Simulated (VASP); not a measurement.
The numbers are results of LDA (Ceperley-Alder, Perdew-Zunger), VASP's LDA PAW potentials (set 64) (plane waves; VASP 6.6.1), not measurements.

A VASP calculation is set up with these files.

**INCAR**
```
! general
SYSTEM  = BaTiO3
PREC    = Accurate
ENCUT   = 520
LREAL   = F
LASPH   = T

! electronic loop
EDIFF   = 1E-7
NELM    = 100
ALGO    = Normal
LMAXMIX = 4

! smearing
ISMEAR  = -5

! ions
ISIF    = 2

! output
LWAVE   = F
LCHARG  = T
LORBIT  = 11
NEDOS   = 601

! other
LEFG    = T
```

File KPOINTS:
```
Automatic mesh
0
Gamma
6 6 6
0 0 0
```

File POSCAR:
```
BaTiO3
1
    3.9408624169     0.0000000000     0.0000000000
    0.0000000000     3.9408624169     0.0000000000
    0.0000000000     0.0000000000     4.0043159176
Ba Ti O
1 1 3
Direct
  1.0000000000   0.0000000000   0.0003952610
  0.5000000000   0.5000000000   0.5143751258
  0.5000000000   0.5000000000   0.9775513573
  1.0000000000   0.5000000000   0.4858391279
  0.5000000000   0.0000000000   0.4858391279
```

POTCAR, in this order: Ba_sv Ti_sv O (LDA.64 set). Program: vasp_std.

The resulting files:

OUTCAR:
```
 ion  position               nearest neighbor table
   1  0.000  0.000  0.000-   4 2.77   5 2.77   4 2.77   5 2.77   3 2.79   3 2.79   3 2.79   3 2.79
                             4 2.85   5 2.85   5 2.85   4 2.85   2 3.40   2 3.40   2 3.40   2 3.40
   2  0.500  0.500  0.514-   3 1.85   4 1.97   5 1.97   5 1.97   4 1.97   3 2.15   1 3.40   1 3.40
                             1 3.40   1 3.40   1 3.46   1 3.46   1 3.46   1 3.46
   3  0.500  0.500  0.978-   2 1.85   2 2.15   1 2.79   1 2.79   1 2.79   1 2.79
   4  0.000  0.500  0.486-   2 1.97   2 1.97   1 2.77   1 2.77   1 2.85   1 2.85
   5  0.500  0.000  0.486-   2 1.97   2 1.97   1 2.77   1 2.77   1 2.85   1 2.85
  LATTYP: Found a simple tetragonal cell.
 ALAT       =     3.9408624169
 C/A-ratio  =     1.0161014250
 Subroutine PRICEL returns:
 Original cell was already a primitive cell.
 Subroutine GETGRP returns: Found  8 space group operations
The static configuration has the point symmetry C_4v.
The dynamic configuration has the point symmetry C_4v.
 Subroutine INISYM returns: Found  8 space group operations
 Subroutine IBZKPT returns following result:
 Found     40 irreducible k-points:

 Following reciprocal coordinates:
            Coordinates               Weight
  0.000000  0.000000  0.000000      1.000000
  0.166667  0.000000  0.000000      4.000000
  0.333333  0.000000  0.000000      4.000000
  0.500000  0.000000  0.000000      2.000000
  0.166667  0.166667  0.000000      4.000000
  0.333333  0.166667  0.000000      8.000000
  0.500000  0.166667  0.000000      4.000000
  0.333333  0.333333  0.000000      4.000000
  0.500000  0.333333  0.000000      4.000000
  0.500000  0.500000  0.000000      1.000000
  0.000000  0.000000  0.166667      2.000000
  0.166667  0.000000  0.166667      8.000000
  0.333333  0.000000  0.166667      8.000000
  0.500000  0.000000  0.166667      4.000000
  0.166667  0.166667  0.166667      8.000000
  0.333333  0.166667  0.166667     16.000000
  0.500000  0.166667  0.166667      8.000000
  0.333333  0.333333  0.166667      8.000000
  0.500000  0.333333  0.166667      8.000000
  0.500000  0.500000  0.166667      2.000000
  0.000000  0.000000  0.333333      2.000000
  0.166667  0.000000  0.333333      8.000000
  0.333333  0.000000  0.333333      8.000000
  0.500000  0.000000  0.333333      4.000000
  0.166667  0.166667  0.333333      8.000000
  0.333333  0.166667  0.333333     16.000000
  0.500000  0.166667  0.333333      8.000000
  0.333333  0.333333  0.333333      8.000000
  0.500000  0.333333  0.333333      8.000000
  0.500000  0.500000  0.333333      2.000000
  0.000000  0.000000  0.500000      1.000000
  0.166667  0.000000  0.500000      4.000000
  0.333333  0.000000  0.500000      4.000000
  0.500000  0.000000  0.500000      2.000000
  0.166667  0.166667  0.500000      4.000000
  0.333333  0.166667  0.500000      8.000000
  0.500000  0.166667  0.500000      4.000000
  0.333333  0.333333  0.500000      4.000000
  0.500000  0.333333  0.500000      4.000000
  0.500000  0.500000  0.500000      1.000000
   k-points           NKPTS =     40   k-points in BZ     NKDIM =     40   number of bands    NBANDS=     24
   number of dos      NEDOS =    601   number of ions     NIONS =      5
   total plane-waves  NPLWV =  27000
   dimension x,y,z NGX =    30 NGY =   30 NGZ =   30
   dimension x,y,z NGXF=    60 NGYF=   60 NGZF=   60
   ions per type =               1   1   3
   PREC   = accura    normal or accurate (medium, high low for compatibility)
   ISTART =      0    job   : 0-new  1-cont  2-samecut
   ICHARG =      2    charge: 1-file 2-atom 10-const
   ISPIN  =      1    spin polarized calculation?
   LNONCOLLINEAR =      F non collinear calculations
   LSORBIT =      F    spin-orbit coupling
   INIWAV =      1    electr: 0-lowe 1-rand  2-diag
...
```

OSZICAR:
```
       N       E                     dE             d eps       ncg     rms          rms(c)
DAV:   1     0.455009086717E+03    0.45501E+03   -0.21521E+04  1920   0.181E+03
DAV:   2    -0.754920942715E+01   -0.46256E+03   -0.45581E+03  2368   0.494E+02
DAV:   3    -0.526362535710E+02   -0.45087E+02   -0.45031E+02  2784   0.147E+02
DAV:   4    -0.545171478527E+02   -0.18809E+01   -0.18801E+01  2760   0.273E+01
DAV:   5    -0.545838195019E+02   -0.66672E-01   -0.66669E-01  2664   0.382E+00    0.242E+01
DAV:   6    -0.444360561312E+02    0.10148E+02   -0.72007E+01  2928   0.789E+01    0.105E+01
DAV:   7    -0.443459283034E+02    0.90128E-01   -0.11647E+01  2432   0.258E+01    0.695E+00
DAV:   8    -0.441689798820E+02    0.17695E+00   -0.12732E+00  2536   0.113E+01    0.242E+00
DAV:   9    -0.441743150129E+02   -0.53351E-02   -0.19194E-01  2392   0.317E+00    0.103E+00
DAV:  10    -0.441647709467E+02    0.95441E-02   -0.88287E-02  2648   0.287E+00    0.415E-01
DAV:  11    -0.441632030433E+02    0.15679E-02   -0.13963E-02  2792   0.841E-01    0.103E-01
DAV:  12    -0.441630503310E+02    0.15271E-03   -0.10079E-03  2352   0.309E-01    0.347E-02
DAV:  13    -0.441630400050E+02    0.10326E-04   -0.38983E-04  2664   0.196E-01    0.362E-02
DAV:  14    -0.441630227837E+02    0.17221E-04   -0.83653E-05  2448   0.667E-02    0.907E-03
DAV:  15    -0.441630223513E+02    0.43243E-06   -0.10388E-05  2712   0.237E-02    0.283E-03
DAV:  16    -0.441630224547E+02   -0.10339E-06   -0.24504E-06  2456   0.139E-02    0.394E-03
DAV:  17    -0.441630222677E+02    0.18695E-06   -0.88302E-07  2176   0.621E-03    0.701E-04
DAV:  18    -0.441630222719E+02   -0.41559E-08   -0.58171E-08  1072   0.189E-03
   1 F= -.44163022E+02 E0= -.44163022E+02  d E =0.000000E+00
```

**OUTCAR**
```
------------------------ aborting loop because EDIFF is reached ----------------------------------------
  FORCE on cell =-STRESS in cart. coord.  units (eV):
  Direction    XX          YY          ZZ          XY          YZ          ZX
  --------------------------------------------------------------------------------------
  Total       -0.0315898     -0.0315898     -0.0927691      0.0000000     -0.0000000      0.0000000
  in kB       -0.8138534     -0.8138534     -2.3900289      0.0000000     -0.0000000      0.0000000
  external PRESSURE =      -1.3392453 kB  Pullay stress =       0.0000000 kB
  volume of cell :       62.19
      direct lattice vectors                 reciprocal lattice vectors
     3.940862417  0.000000000  0.000000000     0.253751564  0.000000000  0.000000000
     0.000000000  3.940862417  0.000000000     0.000000000  0.253751564  0.000000000
     0.000000000  0.000000000  4.004315918     0.000000000  0.000000000  0.249730546
 POSITION                                       TOTAL-FORCE (eV/Angst)
 -----------------------------------------------------------------------------------
      0.00000      0.00000      0.00158        -0.000000     -0.000000      0.001384
      1.97043      1.97043      2.05972        -0.000000     -0.000000     -0.020532
      1.97043      1.97043      3.91442        -0.000000      0.000000      0.007632
      0.00000      1.97043      1.94545         0.000000      0.000000      0.005758
      1.97043      0.00000      1.94545        -0.000000     -0.000000      0.005758
 -----------------------------------------------------------------------------------
    total drift:                                0.000000      0.000000      0.000304
  FREE ENERGIE OF THE ION-ELECTRON SYSTEM (eV)
  ---------------------------------------------------
  free  energy   TOTEN  =       -44.1630222719 eV

  energy  without entropy=      -44.1630222719  energy(sigma->0) =      -44.16302227

 total charge

# of ion       s       p       d       tot
------------------------------------------
    1        2.008   5.642   0.361   8.010
    2        2.228   6.301   1.796  10.325
    3        1.556   3.460   0.000   5.016
    4        1.553   3.463   0.000   5.016
    5        1.553   3.463   0.000   5.016
--------------------------------------------------
tot          8.899  22.328   2.157  33.384

 Electric field gradients after diagonalization (V/A^2)
 (convention: |V_zz| > |V_xx| > |V_yy|)
----------------------------------------------------------------------
 ion       V_xx      V_yy      V_zz     asymmetry (V_yy - V_xx)/ V_zz
----------------------------------------------------------------------
   1       1.828     1.828    -3.656       0.000
   2      -4.280    -4.280     8.559       0.000
   3      -6.660    -6.660    13.320       0.000
   4     -10.797    -8.346    19.143       0.128
   5     -10.797    -8.346    19.143       0.128
```
(Selected blocks of OUTCAR.)

### OUTCAR
```
 val. band max:        3.8388145301   @ k =   0.5000   0.5000   0.5000

 cond. band min:       5.5890618166   @ k =   0.0000   0.0000   0.0000


 Fermi energy:         3.8676829230

 k-point     1 :       0.0000    0.0000    0.0000
  band No.  band energies     occupation
      1     -51.8714      2.00000
      2     -28.5560      2.00000
      3     -28.5069      2.00000
      4     -28.5069      2.00000
      5     -20.8467      2.00000
      6     -12.8798      2.00000
      7     -12.2111      2.00000
      8     -12.1627      2.00000
      9      -6.0971      2.00000
     10      -6.0607      2.00000
     11      -6.0607      2.00000
     12       1.4642      2.00000
     13       1.5008      2.00000
     14       1.5008      2.00000
     15       2.4555      2.00000
     16       2.4555      2.00000
     17       2.5747      2.00000
     18       3.4711      2.00000
     19       3.5080      2.00000
     20       3.5080      2.00000
     21       5.5891      0.00000
     22       5.8761      0.00000
     23       5.8761      0.00000
     24       8.1208      0.00000

 k-point     2 :       0.1667    0.0000    0.0000
  band No.  band energies     occupation
      1     -51.8711      2.00000
      2     -28.5553      2.00000
      3     -28.5239      2.00000
      4     -28.5063      2.00000
      5     -20.8098      2.00000
      6     -12.9175      2.00000
      7     -12.1944      2.00000
      8     -12.1298      2.00000
      9      -6.0495      2.00000
     10      -6.0110      2.00000
     11      -5.9331      2.00000
     12       1.0159      2.00000
     13       1.3715      2.00000
     14       1.4101      2.00000
     15       2.0852      2.00000
     16       2.1939      2.00000
     17       2.3832      2.00000
     18       2.9331      2.00000
     19       3.2593      2.00000
     20       3.3825      2.00000
     21       5.9005      0.00000
     22       6.1695      0.00000
     23       6.2354      0.00000
     24       8.1670      0.00000
...
```

Unless said otherwise, spin-orbit coupling is left out, though it shifts the bands of the heavy elements here.

The compound is BaTiO3 in the tetragonal perovskite structure. It was relaxed first.
